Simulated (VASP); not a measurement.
Computed with PBE GGA, VASP's PBE PAW potentials (set 64) (plane waves; VASP).

Input for VASP

**POSCAR**
```
GeRh
1
    3.0480010000     0.0000000000     0.0000000000
    0.0000000000     3.0480010000     0.0000000000
    0.0000000000     0.0000000000     3.0480010000
Rh Ge
1 1
Direct
  0.0000000000   0.0000000000   0.0000000000
  0.5000000000   0.5000000000   0.5000000000
```

INCAR:
```
ALGO = Normal
EDIFF = 1E-6
ENCUT = 400
GGA = PE
ISIF = 2
ISMEAR = 1
LASPH = .True.
LCHARG = .False.
LMAXMIX = 4
LREAL = .False.
LWAVE = .False.
NELM = 100
PREC = Accurate
SIGMA = 0.1
SYSTEM = GeRh
```

**KPOINTS**
```
Automatic mesh
0
gamma
  11 11 11
0 0 0
```

POTCAR, in this order: Rh_pv Ge_d (PBE.64 set). Program: vasp_std.

Output

**OUTCAR**
```
 ion  position               nearest neighbor table
   1  0.000  0.000  0.000-   2 2.64   2 2.64   2 2.64   2 2.64   2 2.64   2 2.64   2 2.64   2 2.64
  LATTYP: Found a simple cubic cell.
 ALAT       =     3.0480010000
 Subroutine PRICEL returns:
 Original cell was already a primitive cell.
 Subroutine GETGRP returns: Found 48 space group operations
The static configuration has the point symmetry O_h .
The dynamic configuration has the point symmetry O_h .
 Subroutine INISYM returns: Found 48 space group operations
 Subroutine IBZKPT returns following result:
 Found     56 irreducible k-points:

 Following reciprocal coordinates:
            Coordinates               Weight
  0.000000  0.000000  0.000000      1.000000
  0.090909  0.000000  0.000000      6.000000
  0.181818  0.000000  0.000000      6.000000
  0.272727  0.000000  0.000000      6.000000
  0.363636  0.000000  0.000000      6.000000
  0.454545  0.000000  0.000000      6.000000
  0.090909  0.090909  0.000000     12.000000
  0.181818  0.090909  0.000000     24.000000
  0.272727  0.090909  0.000000     24.000000
  0.363636  0.090909  0.000000     24.000000
...
```

### OSZICAR
```
       N       E                     dE             d eps       ncg     rms          rms(c)
DAV:   1     0.209275919795E+03    0.20928E+03   -0.14170E+04  2324   0.343E+03
DAV:   2     0.238882002572E+01   -0.20689E+03   -0.20231E+03  2084   0.563E+02
DAV:   3    -0.122596891118E+02   -0.14649E+02   -0.14219E+02  2188   0.122E+02
DAV:   4    -0.126167745353E+02   -0.35709E+00   -0.35055E+00  2200   0.191E+01
DAV:   5    -0.126246110323E+02   -0.78365E-02   -0.78349E-02  2252   0.303E+00    0.978E+00
DAV:   6    -0.124353492709E+02    0.18926E+00   -0.26278E+00  2082   0.121E+01    0.429E+00
DAV:   7    -0.123488250391E+02    0.86524E-01   -0.56328E-01  2252   0.716E+00    0.319E+00
DAV:   8    -0.123317517873E+02    0.17073E-01   -0.62516E-02  2462   0.251E+00    0.260E-01
DAV:   9    -0.123311292080E+02    0.62258E-03   -0.20824E-03  2464   0.701E-01    0.162E-01
DAV:  10    -0.123309673254E+02    0.16188E-03   -0.73188E-04  2686   0.554E-01    0.363E-02
DAV:  11    -0.123309682876E+02   -0.96221E-06   -0.44464E-05  2116   0.507E-02    0.884E-03
DAV:  12    -0.123309697319E+02   -0.14443E-05   -0.15067E-06  1426   0.176E-02    0.153E-03
DAV:  13    -0.123309696409E+02    0.90973E-07   -0.31457E-07  1070   0.620E-03
   1 F= -.12330970E+02 E0= -.12330890E+02  d E =-.237439E-03
```

### OUTCAR
```
------------------------ aborting loop because EDIFF is reached ----------------------------------------
  FORCE on cell =-STRESS in cart. coord.  units (eV):
  Direction    XX          YY          ZZ          XY          YZ          ZX
  --------------------------------------------------------------------------------------
  Total        0.8119844      0.8119844      0.8119844     -0.0000000      0.0000000     -0.0000000
  in kB       45.9423255     45.9423255     45.9423255     -0.0000000      0.0000000     -0.0000000
  external PRESSURE =      45.9423255 kB  Pullay stress =       0.0000000 kB
  volume of cell :       28.32
      direct lattice vectors                 reciprocal lattice vectors
     3.048001000  0.000000000  0.000000000     0.328083882  0.000000000  0.000000000
     0.000000000  3.048001000  0.000000000     0.000000000  0.328083882  0.000000000
     0.000000000  0.000000000  3.048001000     0.000000000  0.000000000  0.328083882
 POSITION                                       TOTAL-FORCE (eV/Angst)
 -----------------------------------------------------------------------------------
      0.00000      0.00000      0.00000         0.000000      0.000000      0.000000
      1.52400      1.52400      1.52400         0.000000      0.000000      0.000000
 -----------------------------------------------------------------------------------
    total drift:                               -0.000000      0.000000      0.000000
  FREE ENERGIE OF THE ION-ELECTRON SYSTEM (eV)
  ---------------------------------------------------
  free  energy   TOTEN  =       -12.3309696409 eV

  energy  without entropy=      -12.3307322023  energy(sigma->0) =      -12.33089049
```
(Selected blocks of OUTCAR.)

OUTCAR:
```
 val. band max:       11.0237652484   @ k =   0.4545   0.2727   0.2727

 cond. band min:      11.0485253897   @ k =   0.3636   0.3636   0.0909


 Fermi energy:        11.0383559279

 k-point     1 :       0.0000    0.0000    0.0000
  band No.  band energies     occupation
      1     -35.4607      2.00000
      2     -35.4607      2.00000
      3     -35.4607      2.00000
      4     -14.1239      2.00000
      5     -14.1239      2.00000
      6     -14.0481      2.00000
      7     -14.0481      2.00000
      8     -14.0481      2.00000
      9      -2.0900      2.00000
     10       6.6256      2.00000
     11       6.6256      2.00000
     12       9.4775      2.00000
     13       9.4775      2.00000
     14       9.4775      2.00000
     15      13.4021      0.00000
     16      13.4021      0.00000
     17      13.4021      0.00000
     18      19.2341      0.00000

 k-point     2 :       0.0909    0.0000    0.0000
  band No.  band energies     occupation
      1     -35.4702      2.00000
      2     -35.4601      2.00000
      3     -35.4601      2.00000
      4     -14.1234      2.00000
      5     -14.1175      2.00000
      6     -14.0497      2.00000
      7     -14.0497      2.00000
      8     -14.0477      2.00000
      9      -1.9495      2.00000
     10       6.6148      2.00000
     11       6.6609      2.00000
     12       9.2491      2.00000
     13       9.2491      2.00000
     14       9.4855      2.00000
     15      12.6661     -0.00000
     16      13.7693      0.00000
     17      13.7693      0.00000
     18      19.7169      0.00000

 k-point     3 :       0.1818    0.0000    0.0000
  band No.  band energies     occupation
      1     -35.4956      2.00000
      2     -35.4579      2.00000
      3     -35.4579      2.00000
      4     -14.1217      2.00000
      5     -14.1003      2.00000
      6     -14.0537      2.00000
      7     -14.0537      2.00000
      8     -14.0466      2.00000
      9      -1.5352      2.00000
...
```

The structure was generated: GeRh was put into the CsCl type (Pm-3m), which need not be its known phase. The cell was not relaxed at this level. The electron count is odd and the run is not spin-polarised, which forces a metal.
